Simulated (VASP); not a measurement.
Consider the following.

```yaml
crystal:
  lattice:
    - [0.00000, 1.78117, 1.78117]
    - [1.78117, 0.00000, 1.78117]
    - [1.78117, 1.78117, 0.00000]
  atoms:
    - { symbol: C, position: [0.00000, 0.00000, 0.00000] }
    - { symbol: C, position: [0.25000, 0.25000, 0.25000] }
```

These are revTPSS meta-GGA, VASP's PBE PAW potentials (set 64) (plane waves; VASP) values and carry that method's errors. Numerical set-up: 520 eV cut-off, 14×14×14 Γ-centred mesh, tetrahedra with Blöchl corrections, potentials C.

Tabulate the total density of states (states/eV per cell) against energy (eV; zero at the valence-band maximum or, without a gap, the Fermi level).

| E (eV) | DOS (states/eV) |
|---|---|
| -9.94 | 0.25 |
| -9.46 | 0.27 |
| -9.10 | 0.41 |
| -8.62 | 0.55 |
| -8.14 | 0.50 |
| -7.66 | 0.51 |
| -7.30 | 0.56 |
| -6.82 | 0.64 |
| -6.34 | 0.78 |
| -5.98 | 0.77 |
| -5.50 | 0.74 |
| -5.02 | 0.71 |
| -4.54 | 0.69 |
| -4.18 | 0.68 |
| -3.70 | 0.65 |
| -3.22 | 0.64 |
| -2.86 | 0.54 |
| -2.38 | 0.36 |
| -1.90 | 0.27 |
| -1.42 | 0.20 |
| -1.06 | 0.16 |
| -0.58 | 0.09 |
| -0.10 | 0.01 |
| 0.38 | 0.00 |
| 0.74 | 0.00 |
| 1.22 | 0.00 |
| 1.70 | 0.00 |
| 2.06 | 0.00 |
| 2.54 | 0.00 |
| 3.02 | 0.00 |
| 3.50 | 0.00 |
| 3.86 | 0.00 |
| 4.34 | 0.07 |
| 4.82 | 0.19 |
| 5.18 | 0.27 |
| 5.66 | 0.38 |
| 6.14 | 0.47 |
| 6.62 | 0.54 |
| 6.98 | 0.60 |
| 7.46 | 0.71 |
Within 2 eV below the valence-band maximum the largest weight inside VASP's projection spheres is C p.

The compound is C in the diamond structure. It was relaxed first.
